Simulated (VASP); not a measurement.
Computed with PBEsol GGA, VASP's PBE PAW potentials (set 64) (plane waves; VASP 6.6.1).

VASP input:

File KPOINTS_OPT:
```
k-points along high-symmetry lines
8
Line-mode
Reciprocal
  0.000000   0.000000   0.000000 ! GAMMA
 -0.500000   0.500000   0.000000 ! X

  0.000000   0.000000   0.500000 ! Y
  0.000000   0.000000   0.000000 ! GAMMA

  0.000000   0.000000   0.000000 ! GAMMA
  0.000000   0.500000   0.000000 ! Z

  0.500000   0.000000  -0.500000 ! R_2
  0.000000   0.000000   0.000000 ! GAMMA

  0.000000   0.000000   0.000000 ! GAMMA
  0.000000   0.500000  -0.500000 ! T_2

  0.500000   0.000000   0.000000 ! U_2
  0.000000   0.000000   0.000000 ! GAMMA

  0.000000   0.000000   0.000000 ! GAMMA
 -0.500000   0.500000  -0.500000 ! V_2
```

### KPOINTS
```
Automatic mesh
0
Gamma
5 5 4
0 0 0
```

**POSCAR**
```
TiAu4
1
   -3.2748300000     3.2748300000     1.9818300000
    3.2748300000    -3.2748300000     1.9818300000
    3.2748300000     3.2748300000    -1.9818300000
Ti Au
1 4
Direct
  0.0016540000   0.0083750000   0.0035100000
  0.7704300000   0.5887350000   0.3859600000
  0.2097530000   0.3931140000   0.5947150000
  0.6109360000   0.2160630000   0.8264630000
  0.4072270000   0.7937130000   0.1893520000
```

**INCAR**
```
SYSTEM = TiAu4
PREC = Accurate; ENCUT = 300; LREAL = F
LASPH = T
EDIFF = 1E-6; NELM = 100; ALGO = Normal
LMAXMIX = 6
ISMEAR = 0; SIGMA = 0.272
GGA = PS
ISIF = 2
LWAVE = F; LCHARG = F
```

POTCAR, in this order: Ti_sv Au (PBE.64 set). Program: vasp_std.

At this cut-off the stress carries a Pulay error, which pulls relaxed volumes low. Unless said otherwise, spin-orbit coupling is left out, though it shifts the bands of the heavy elements here.

Q: What does the run give for the energy per atom (σ→0), pressure, largest force, band gap (over mesh and band path)?

A: 
```json
{
 "energy per atom (σ→0)": "-5.116 eV/atom",
 "band gap (over mesh and band path)": "none (metal, semimetal or under 0.01 eV)",
 "pressure": "-3.99 GPa",
 "largest_force": "0.902 eV/Å"
}
```

OSZICAR:
```
...
DAV:  10    -0.256240632527E+02    0.14625E-01   -0.71119E-02  4359   0.167E+00    0.175E-01
DAV:  11    -0.256243956715E+02   -0.33242E-03   -0.11067E-03  3641   0.217E-01    0.182E-01
DAV:  12    -0.256240239686E+02    0.37170E-03   -0.18216E-03  4772   0.246E-01    0.158E-02
DAV:  13    -0.256240292201E+02   -0.52515E-05   -0.42796E-05  3753   0.331E-02    0.550E-03
DAV:  14    -0.256240291794E+02    0.40706E-07   -0.13686E-06  2871   0.700E-03
   1 F= -.25624029E+02 E0= -.25579767E+02  d E =-.885253E-01
       N       E                     dE             ncg
       N       E                     dE             ncg
```

The structure comes from a computed database's TiAu4 entry; how it stands against other phases isn't given here. The cell was not relaxed at this level, atoms are displaced from their ideal sites. The k-mesh is coarse (spacing up to 0.37 per Å, 2π included), so the numbers may not be converged in it.
